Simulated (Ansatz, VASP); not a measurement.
# Cross-check of PtSe2 between VASP and Ansatz, part 2 of 2

Aim: how closely do two programs agree when they are given the same cell, functional and k mesh? The cell is taken from a series of runs on this material, whose earlier steps may have relaxed, scaled, displaced or heated it; both programs get it as it stands.

VASP 6.6.1 and Ansatz 0.2.0.

So far: Starting point; Ansatz: zone-centre phonons, PBE.

**3. VASP: zone-centre phonons, PBE**

Level of this step: PBE; plane waves and PAW (Pt, Se) (VASP).

The same cell, functional, mesh and smearing now go to VASP, with its own data sets.

Lines of VASP's logs that name or quote its potential files are left out, and so is its time.

INCAR

```
SYSTEM = PtSe2
PREC = Accurate
ENCUT = 500
EDIFF = 1E-08
NELM = 120
ISMEAR = 1
SIGMA = 0.2
LREAL = .FALSE.
ALGO = Normal
GGA = PE
NBANDS = 17
LASPH = .TRUE.
LORBIT = 11
LWAVE = .FALSE.
LCHARG = .FALSE.
ISIF = 2
IBRION = 8
GGA_COMPAT = .FALSE.
NELMDL = -8
KPAR = 2
```

POSCAR

```
PtSe2
1.0
    3.5992957532      0.0000000000      0.0000000000
   -1.7996478766      3.1485672303      0.0000000000
    0.0000000000      0.0000000000     30.4600000000
Pt Se
1 2
Direct
    0.3351019963      0.6702039927      0.3282994091
    0.6657823351      0.3315646703      0.3770207582
    0.6657823351      0.3315646703      0.2795780601
```

KPOINTS

```
Automatic mesh
0
Gamma
15 15 1
0 0 0
```

The projector-augmented-wave data sets are Pt and Se (PBE family, release 64).

The run is started by

```bash
> mpirun -np 2 vasp_std
```

Numbers of over 12 decimals in the logs are rounded to 6 here.

Log:

```text
[banner, memory and clock lines left out]
running    2 mpi-ranks, on    1 nodes
 distrk:  each k-point on    1 cores,    2 groups
 distr:  one band on    1 cores,    1 groups

 POSCAR found type information on POSCAR PtSe
 POSCAR found :  2 types and       3 ions
 LDA part: xc-table for (Slater+PW92), standard interpolation
 POSCAR, INCAR and KPOINTS ok, starting setup
 FFT: planning ... GRIDC
 FFT: planning ... GRID_SOFT
 FFT: planning ... GRID
 WAVECAR not read
 entering main loop
       N       E                     dE             d eps       ncg     rms          rms(c)
DAV:   1     0.171852556828E+03    0.17185E+03   -0.67111E+03  2176   0.879E+02
DAV:   2     0.581278935114E+01   -0.16604E+03   -0.15903E+03  3661   0.156E+02
DAV:   3    -0.131849810542E+02   -0.18998E+02   -0.18799E+02  2744   0.670E+01
DAV:   4    -0.135064707139E+02   -0.32149E+00   -0.31950E+00  2845   0.103E+01
DAV:   5    -0.135117430723E+02   -0.52724E-02   -0.52697E-02  3076   0.127E+00
DAV:   6    -0.135118775601E+02   -0.13449E-03   -0.13449E-03  3057   0.184E-01
DAV:   7    -0.135118826577E+02   -0.50976E-05   -0.50973E-05  3280   0.291E-02
DAV:   8    -0.135118827335E+02   -0.75790E-07   -0.75745E-07  3079   0.263E-03    0.127E+01
DAV:   9    -0.131582326578E+02    0.35365E+00   -0.45082E+00  2922   0.162E+01    0.832E+00
DAV:  10    -0.130579611919E+02    0.10027E+00   -0.19494E+00  2669   0.130E+01    0.352E+00
DAV:  11    -0.129323382245E+02    0.12562E+00   -0.36718E-01  2636   0.517E+00    0.402E-01
DAV:  12    -0.129323576901E+02   -0.19466E-04   -0.26976E-02  2852   0.112E+00    0.206E-01
DAV:  13    -0.129322809724E+02    0.76718E-04   -0.94754E-04  2884   0.217E-01    0.114E-01
DAV:  14    -0.129322520899E+02    0.28882E-04   -0.10717E-04  2854   0.687E-02    0.429E-02
[...]
DAV:  23    -0.129323319092E+02   -0.13606E-05   -0.30434E-08  2237   0.445E-04    0.291E-04
DAV:  24    -0.129323324386E+02   -0.52942E-06   -0.14117E-08  2173   0.267E-04    0.101E-04
DAV:  25    -0.129323326535E+02   -0.21491E-06   -0.19201E-09  2286   0.193E-04    0.735E-05
DAV:  26    -0.129323328166E+02   -0.16308E-06   -0.13036E-09  2251   0.151E-04    0.693E-05
DAV:  27    -0.129323328781E+02   -0.61450E-07    0.59552E-10  2273   0.506E-05    0.143E-05
DAV:  28    -0.129323329141E+02   -0.35993E-07    0.62865E-10  2233   0.696E-05    0.335E-05
DAV:  29    -0.129323329288E+02   -0.14699E-07    0.76578E-10  2185   0.394E-05    0.392E-06
DAV:  30    -0.129323329347E+02   -0.59290E-08    0.81105E-10  1873   0.147E-05
   1 F= -.12932333E+02 E0= -.12933071E+02  d E =0.221569E-02
 Linear response reoptimize wavefunctions to high precision
DAV:   1    -0.129323329366E+02   -0.19270E-08    0.83663E-10  1980   0.786E-06
DAV:   2    -0.129323329366E+02   -0.12733E-10    0.84341E-10  2306   0.175E-06
 Linear response DOF=           6
 Linear response progress:
  Degree of freedom:   1/  6
       N       E                     dE             d eps       ncg     rms          rms(c)
RMM:   1    -0.256886106000E+00   -0.25689E+00   -0.27718E-01  6938   0.326E+00
RMM:   2    -0.251597829754E+00    0.52883E-02   -0.71107E-03  5971   0.486E-01    0.181E-01
RMM:   3    -0.251620616862E+00   -0.22787E-04   -0.36369E-04  5816   0.113E-01    0.110E-01
RMM:   4    -0.252233183440E+00   -0.61257E-03   -0.53218E-04  6174   0.127E-01    0.224E-02
RMM:   5    -0.252202523860E+00    0.30660E-04   -0.30310E-05  6159   0.345E-02    0.869E-03
RMM:   6    -0.252199663078E+00    0.28608E-05   -0.44179E-06  6361   0.118E-02    0.168E-03
RMM:   7    -0.252187539213E+00    0.12124E-04   -0.76480E-07  6570   0.516E-03    0.969E-04
RMM:   8    -0.252180615754E+00    0.69235E-05   -0.28008E-07  6714   0.121E-03    0.430E-04
RMM:   9    -0.252177474755E+00    0.31410E-05    0.12678E-07  6745   0.685E-04    0.941E-05
RMM:  10    -0.252176699066E+00    0.77569E-06    0.34967E-07  6737   0.225E-04    0.206E-05
RMM:  11    -0.252176935922E+00   -0.23686E-06   -0.11393E-07  7096   0.738E-05    0.202E-05
RMM:  12    -0.252177160407E+00   -0.22449E-06   -0.11667E-07  6698   0.489E-05    0.363E-06
RMM:  13    -0.252177246976E+00   -0.86569E-07    0.58967E-09  7026   0.253E-05    0.203E-06
RMM:  14    -0.252177226076E+00    0.20900E-07    0.35500E-09  6469   0.177E-05    0.765E-07
RMM:  15    -0.252177224355E+00    0.17207E-08   -0.16669E-09  6033   0.169E-05    0.141E-07
 first order change of Fermi-energy  -0.65667E-03
 force on displaced ion       1 direction 1 :  -4.067  -0.074   0.000
 Linear response progress:
  Degree of freedom:   2/  6
       N       E                     dE             d eps       ncg     rms          rms(c)
RMM:   1    -0.256858676277E+00   -0.25686E+00   -0.27635E-01  3946   0.326E+00
RMM:   2    -0.251690772248E+00    0.51679E-02   -0.71529E-03  3375   0.486E-01    0.182E-01
RMM:   3    -0.251739246526E+00   -0.48474E-04   -0.34702E-04  3320   0.111E-01    0.111E-01
RMM:   4    -0.252369895615E+00   -0.63065E-03   -0.51092E-04  3578   0.126E-01    0.221E-02
RMM:   5    -0.252339093349E+00    0.30802E-04   -0.30255E-05  3564   0.334E-02    0.915E-03
RMM:   6    -0.252331949223E+00    0.71441E-05   -0.48638E-06  3719   0.137E-02    0.318E-03
RMM:   7    -0.252328051789E+00    0.38974E-05   -0.13111E-06  3712   0.491E-03    0.958E-04
RMM:   8    -0.252316842069E+00    0.11210E-04   -0.15467E-07  3806   0.227E-03    0.537E-04
[...]
RMM:   1    -0.292415178401E+00   -0.29242E+00   -0.25860E-01  4073   0.321E+00
RMM:   2    -0.286039678370E+00    0.63755E-02   -0.74237E-03  3427   0.543E-01    0.237E-01
RMM:   3    -0.286161945064E+00   -0.12227E-03   -0.13959E-03  3879   0.159E-01    0.152E-01
RMM:   4    -0.285904266856E+00    0.25768E-03   -0.68734E-04  3822   0.102E-01    0.107E-01
RMM:   5    -0.286244947542E+00   -0.34068E-03   -0.21133E-04  3802   0.774E-02    0.833E-03
RMM:   6    -0.286243342131E+00    0.16054E-05   -0.55990E-06  3830   0.138E-02    0.452E-03
RMM:   7    -0.286239315303E+00    0.40268E-05   -0.22567E-06  3778   0.781E-03    0.111E-03
RMM:   8    -0.286235027728E+00    0.42876E-05   -0.19406E-07  3776   0.238E-03    0.692E-04
RMM:   9    -0.286231703356E+00    0.33244E-05   -0.34364E-08  3876   0.101E-03    0.153E-04
RMM:  10    -0.286232521131E+00   -0.81778E-06    0.73694E-08  3912   0.251E-04    0.111E-04
RMM:  11    -0.286233100444E+00   -0.57931E-06    0.46751E-07  3864   0.226E-04    0.653E-05
RMM:  12    -0.286233398019E+00   -0.29758E-06    0.13803E-06  3983   0.264E-04    0.419E-05
RMM:  13    -0.286233002678E+00    0.39534E-06   -0.34852E-07  4015   0.122E-04    0.173E-05
RMM:  14    -0.286232937366E+00    0.65312E-07   -0.13964E-07  4120   0.122E-04    0.134E-05
RMM:  15    -0.286232948908E+00   -0.11542E-07   -0.14661E-07  4109   0.684E-05    0.542E-06
RMM:  16    -0.286232968099E+00   -0.19191E-07    0.47054E-08  4071   0.407E-05    0.351E-06
RMM:  17    -0.286233014510E+00   -0.46411E-07    0.10191E-07  4033   0.326E-05    0.297E-06
RMM:  18    -0.286232994348E+00    0.20162E-07    0.28023E-08  3883   0.232E-05    0.996E-07
RMM:  19    -0.286232979802E+00    0.14546E-07    0.20411E-08  3713   0.185E-05    0.971E-07
RMM:  20    -0.286232986890E+00   -0.70881E-08    0.74527E-09  3537   0.171E-05    0.355E-07
 first order change of Fermi-energy   0.19025E-03
 force on displaced ion       1 direction 3 :  -0.000   0.002  -5.938
 Linear response progress:
  Degree of freedom:   4/  6
       N       E                     dE             d eps       ncg     rms          rms(c)
RMM:   1    -0.739200866049E-01   -0.73920E-01    0.50312E-02  9268   0.148E+00
RMM:   2    -0.731217790116E-01    0.79831E-03   -0.21262E-03  5917   0.234E-01    0.917E-02
RMM:   3    -0.730702412622E-01    0.51538E-04   -0.93465E-05  6266   0.522E-02    0.527E-02
RMM:   4    -0.730782942277E-01   -0.80530E-05   -0.30435E-05  6633   0.336E-02    0.781E-03
RMM:   5    -0.730878769847E-01   -0.95828E-05   -0.27666E-06  6904   0.781E-03    0.383E-03
RMM:   6    -0.730882983646E-01   -0.42138E-06    0.33594E-07  6858   0.342E-03    0.122E-03
RMM:   7    -0.730881229363E-01    0.17543E-06   -0.92976E-08  6870   0.138E-03    0.404E-04
RMM:   8    -0.730876395226E-01    0.48341E-06    0.15627E-07  6979   0.510E-04    0.102E-04
RMM:   9    -0.730876377731E-01    0.17496E-08   -0.64125E-08  7012   0.151E-04    0.502E-05
 first order change of Fermi-energy   0.25086E-03
 force on displaced ion       2 direction 1 :  -2.572  -0.022  -0.011
 Linear response progress:
  Degree of freedom:   5/  6
       N       E                     dE             d eps       ncg     rms          rms(c)
RMM:   1    -0.742702690096E-01   -0.74270E-01    0.50795E-02  5201   0.148E+00
RMM:   2    -0.733936848206E-01    0.87658E-03   -0.21792E-03  3354   0.239E-01    0.948E-02
RMM:   3    -0.733500857442E-01    0.43599E-04   -0.10159E-04  3659   0.545E-02    0.545E-02
RMM:   4    -0.733737909979E-01   -0.23705E-04   -0.48064E-05  3886   0.363E-02    0.160E-02
RMM:   5    -0.733716333772E-01    0.21576E-05   -0.11614E-05  3872   0.138E-02    0.584E-03
RMM:   6    -0.733772448593E-01   -0.56115E-05   -0.92700E-08  3840   0.534E-03    0.132E-03
RMM:   7    -0.733767591217E-01    0.48574E-06   -0.62067E-08  3919   0.173E-03    0.552E-04
RMM:   8    -0.733763847741E-01    0.37435E-06   -0.50706E-08  3883   0.673E-04    0.309E-04
RMM:   9    -0.733759435975E-01    0.44118E-06    0.40434E-09  3884   0.413E-04    0.641E-05
RMM:  10    -0.733759659117E-01   -0.22314E-07   -0.33071E-09  3938   0.100E-04    0.303E-05
RMM:  11    -0.733759987797E-01   -0.32868E-07    0.64996E-09  3912   0.730E-05    0.109E-05
RMM:  12    -0.733760163458E-01   -0.17566E-07    0.29506E-08  3928   0.365E-05    0.721E-06
RMM:  13    -0.733760311308E-01   -0.14785E-07    0.23241E-09  3942   0.463E-05    0.397E-06
RMM:  14    -0.733760194833E-01    0.11647E-07    0.23778E-08  4088   0.310E-05    0.221E-06
RMM:  15    -0.733760176799E-01    0.18034E-08    0.77944E-09  3818   0.217E-05    0.147E-06
 first order change of Fermi-energy   0.16960E-01
 force on displaced ion       2 direction 2 :  -0.000  -2.606  -0.103
 Linear response progress:
  Degree of freedom:   6/  6
       N       E                     dE             d eps       ncg     rms          rms(c)
RMM:   1    -0.117195619191E+00   -0.11720E+00    0.53507E-02  4846   0.145E+00
RMM:   2    -0.116334867191E+00    0.86075E-03   -0.20732E-03  3500   0.251E-01    0.215E-01
RMM:   3    -0.116140307687E+00    0.19456E-03   -0.35339E-04  3840   0.846E-02    0.125E-01
RMM:   4    -0.116190090719E+00   -0.49783E-04   -0.60078E-04  3989   0.942E-02    0.950E-02
RMM:   5    -0.115938119891E+00    0.25197E-03   -0.15294E-04  3883   0.500E-02    0.877E-03
RMM:   6    -0.115947616309E+00   -0.94964E-05   -0.37212E-06  3890   0.103E-02    0.444E-03
RMM:   7    -0.115953415722E+00   -0.57994E-05   -0.14629E-06  3860   0.610E-03    0.182E-03
RMM:   8    -0.115953280461E+00    0.13526E-06   -0.86559E-08  3864   0.160E-03    0.528E-04
RMM:   9    -0.115953065299E+00    0.21516E-06   -0.88327E-09  3906   0.606E-04    0.167E-04
RMM:  10    -0.115953596682E+00   -0.53138E-06    0.40919E-08  3928   0.266E-04    0.903E-05
RMM:  11    -0.115954738594E+00   -0.11419E-05    0.19649E-07  3871   0.274E-04    0.512E-05
RMM:  12    -0.115955561465E+00   -0.82287E-06    0.64030E-07  4053   0.225E-04    0.256E-05
RMM:  13    -0.115955841417E+00   -0.27995E-06   -0.22066E-08  4013   0.107E-04    0.171E-05
RMM:  14    -0.115955929982E+00   -0.88565E-07   -0.74586E-08  4073   0.774E-05    0.764E-06
RMM:  15    -0.115955960703E+00   -0.30721E-07   -0.11054E-07  4115   0.427E-05    0.637E-06
RMM:  16    -0.115955973980E+00   -0.13277E-07   -0.51321E-08  4049   0.391E-05    0.388E-06
RMM:  17    -0.115955977330E+00   -0.33500E-08    0.12000E-08  3883   0.290E-05    0.263E-06
 first order change of Fermi-energy  -0.80891E+00
 force on displaced ion       2 direction 3 :   0.000  -0.058  -6.927
 Linear response finished
```

OUTCAR, selected parts (step 3):

```text
ion  position               nearest neighbor table
   1  0.335  0.670  0.328-   3 2.56   2 2.56   3 2.56   3 2.56   2 2.56   2 2.56
   2  0.666  0.332  0.377-   1 2.56   1 2.56   1 2.56
   3  0.666  0.332  0.280-   1 2.56   1 2.56   1 2.56

  LATTYP: Found a base centered orthorhombic cell.
 ALAT       =     3.5992957532
 B/A-ratio  =     1.7495462703
 C/A-ratio  =     8.4627666323

 Subroutine GETGRP returns: Found  4 space group operations
 (whereof  2 operations were pure point group operations)

The static configuration has the point symmetry C_1h.
 The point group associated with its full space group is C_2v.

 Found     64 irreducible k-points:

   k-points           NKPTS =     64   k-points in BZ     NKDIM =     64   number of bands    NBANDS=     17

   dimension x,y,z NGX =    28 NGY =   28 NGZ =  224
   dimension x,y,z NGXF=    56 NGYF=   56 NGZF=  448

   ENCUT  =  500.0 eV  36.75 Ry    6.06 a.u.   6.56  6.61 55.54*2*pi/ulx,y,z

   NELECT =      22.0000    total number of electrons

 k-points in reciprocal lattice and weights: Automatic mesh
   0.00000000  0.00000000  0.00000000       0.004
   0.06666667 -0.00000000  0.00000000       0.018
   0.13333333 -0.00000000  0.00000000       0.018
   0.20000000 -0.00000000  0.00000000       0.018
   0.26666667 -0.00000000  0.00000000       0.018
   0.33333333 -0.00000000  0.00000000       0.018
   0.40000000 -0.00000000  0.00000000       0.018
   0.46666667 -0.00000000  0.00000000       0.018
   0.00000000  0.06666667  0.00000000       0.009
[...]
0.00000000  0.46666667  0.00000000       0.009
   0.06666667  0.46666667  0.00000000       0.009

 average (electrostatic) potential at core
       1 -77.3464       2 -62.0825       3 -62.0825

  Total        0.2633811      0.1238611     -0.0107192      0.0000000      0.0000000      0.0000000
  in kB        1.2224604      0.5748904     -0.0497521      0.0000000      0.0000000      0.0000000
  external PRESSURE =       0.5825329 kB  Pullay stress =       0.0000000 kB

  energy-cutoff  :      500.00
  volume of cell :      345.19
      direct lattice vectors                 reciprocal lattice vectors
     3.599295753  0.000000000  0.000000000     0.277832128  0.158802390  0.000000000
    -1.799647877  3.148567230  0.000000000     0.000000000  0.317604779  0.000000000
     0.000000000  0.000000000 30.460000000     0.000000000  0.000000000  0.032829941

 POSITION                                       TOTAL-FORCE (eV/Angst)
 -----------------------------------------------------------------------------------
     -0.00000      2.11018     10.00000        -0.000000     -0.001168      0.000000
      1.79965      1.04395     11.48405         0.000000      0.000584      0.000838
      1.79965      1.04395      8.51595         0.000000      0.000584     -0.000838
 -----------------------------------------------------------------------------------
    total drift:                                0.000000     -0.000138     -0.000003

 Eigenvectors and eigenvalues of the dynamical matrix
 ----------------------------------------------------

   1 f  =    5.802307 THz    36.456971 2PiTHz  193.544135 cm-1    23.996404 meV
             X         Y         Z           dx          dy          dz
     -0.000000  2.110182 10.000000     0.000000   -0.007995   -0.000000
      1.799648  1.043954 11.484052     0.000000    0.006445   -0.707055
      1.799648  1.043954  8.515948    -0.000000    0.006445    0.707055

   2 f  =    4.097461 THz    25.745105 2PiTHz  136.676577 cm-1    16.945728 meV
             X         Y         Z           dx          dy          dz
     -0.000000  2.110182 10.000000     0.000000   -0.000000    0.661965
      1.799648  1.043954 11.484052     0.000000   -0.097190   -0.521014
      1.799648  1.043954  8.515948    -0.000000    0.097190   -0.521014

   3 f  =    3.374441 THz    21.202237 2PiTHz  112.559229 cm-1    13.955560 meV
             X         Y         Z           dx          dy          dz
     -0.000000  2.110182 10.000000    -0.668918    0.000000   -0.000000
      1.799648  1.043954 11.484052     0.525618   -0.000000   -0.000000
      1.799648  1.043954  8.515948     0.525618   -0.000000   -0.000000

   4 f  =    3.346401 THz    21.026058 2PiTHz  111.623926 cm-1    13.839597 meV
             X         Y         Z           dx          dy          dz
     -0.000000  2.110182 10.000000    -0.000000   -0.668603    0.000000
      1.799648  1.043954 11.484052     0.000000    0.525749    0.008573
      1.799648  1.043954  8.515948     0.000000    0.525749   -0.008573

   5 f  =    3.131861 THz    19.678061 2PiTHz  104.467628 cm-1    12.952329 meV
             X         Y         Z           dx          dy          dz
     -0.000000  2.110182 10.000000     0.000000    0.000000   -0.091766
      1.799648  1.043954 11.484052    -0.000000   -0.700396    0.072355
      1.799648  1.043954  8.515948     0.000000    0.700396    0.072355

   6 f  =    3.103074 THz    19.497186 2PiTHz  103.507393 cm-1    12.833275 meV
             X         Y         Z           dx          dy          dz
     -0.000000  2.110182 10.000000    -0.000000    0.000000    0.000000
      1.799648  1.043954 11.484052     0.707107   -0.000000    0.000000
      1.799648  1.043954  8.515948    -0.707107    0.000000    0.000000

   7 f/i=    0.000291 THz     0.001828 2PiTHz    0.009707 cm-1     0.001203 meV
             X         Y         Z           dx          dy          dz
     -0.000000  2.110182 10.000000     0.743336    0.000000   -0.000000
      1.799648  1.043954 11.484052     0.472996    0.000000   -0.000000
      1.799648  1.043954  8.515948     0.472996    0.000000   -0.000000

   8 f/i=    0.001271 THz     0.007983 2PiTHz    0.042381 cm-1     0.005255 meV
             X         Y         Z           dx          dy          dz
     -0.000000  2.110182 10.000000     0.000000   -0.743577    0.000000
      1.799648  1.043954 11.484052     0.000000   -0.472807   -0.000106
      1.799648  1.043954  8.515948     0.000000   -0.472807    0.000106

   9 f/i=    0.003062 THz     0.019238 2PiTHz    0.102131 cm-1     0.012663 meV
             X         Y         Z           dx          dy          dz
     -0.000000  2.110182 10.000000     0.000000    0.000000    0.743896
      1.799648  1.043954 11.484052     0.000000    0.000085    0.472556
      1.799648  1.043954  8.515948     0.000000   -0.000085    0.472556

 ELASTIC MODULI CONTR FROM IONIC RELAXATION (kBar)
 Direction    XX          YY          ZZ          XY          YZ          ZX
 --------------------------------------------------------------------------------
 XX        -153.8305    -71.1529   -157.5394     -0.0000     -0.0000     -0.0000
 YY         -71.1529   -173.0452   -164.7905     -0.0000      0.0000     -0.0000
 ZZ        -157.5394   -164.7905   -221.6347     -0.0000      0.0000     -0.0000
 XY          -0.0000     -0.0000     -0.0000    -42.7185     -0.0000     -0.0000
 YZ          -0.0000      0.0000      0.0000     -0.0000    -60.9749     -0.0000
 ZX          -0.0000     -0.0000     -0.0000     -0.0000     -0.0000    -61.5450
 --------------------------------------------------------------------------------
```

**4. Comparison**

Known differences besides the potentials themselves: Ansatz cuts the interaction across the vacuum, VASP repeats the sheet without a dipole correction; the data sets hold 50 valence electrons in Ansatz (on its PAW soft_1 files) and 22 in VASP; the cutoff is 420 eV in Ansatz and 500 eV in VASP. Total energies have different zeros and are not compared.

Both answers:

```tsv
quantity	Ansatz	VASP	difference
optical mode 1 (cm⁻¹)	102.5	103.5	-1.00 %
optical mode 2 (cm⁻¹)	103.0	104.5	-1.41 %
optical mode 3 (cm⁻¹)	110.2	111.6	-1.26 %
optical mode 4 (cm⁻¹)	111.3	112.6	-1.14 %
optical mode 5 (cm⁻¹)	132.5	136.7	-3.03 %
optical mode 6 (cm⁻¹)	192.8	193.5	-0.37 %
```

Modes are paired by rising frequency, not by their patterns, so a pair may set unlike modes beside each other; they are those without the splitting of longitudinal modes. Where the cell holds vacuum, a pressure given here is an average over it and none of the material.

**5. What came out**

| Quantity | Value |
| --- | --- |
| r.m.s. difference of the optical zone-centre modes, each program's sorted by frequency (zone-centre phonons, PBE) | 2.0 cm⁻¹ |
| difference in optical mode 5 (zone-centre phonons, PBE) | -3.0 % |

In words: The r.m.s. difference of the optical zone-centre modes, each program's sorted by frequency is 2.0 cm⁻¹ (zone-centre phonons, PBE). The data sets hold unlike numbers of valence electrons (50 in Ansatz and 22 in VASP), so part of the differences may come from the potentials. Among the rows given in per cent, the largest difference of the zone-centre phonons, PBE pair is in optical mode 5, -3.0 %. Such differences can come from data sets, numerical settings and the points named under the comparisons, not from the functional's error against experiment.

[Lines on the potential files, build, host, timing and source positions are cut from VASP's logs without a mark.]

[Logs are printed without paths, hosts, clocks, repeated set-up lines and the standing remarks that a program may print on its own settings, such as how far it seeks lower states.]

[Hosts, paths, dates, database ids (printed as entryN), source tags and the programs' standing remarks are cut or masked in the printed files.]
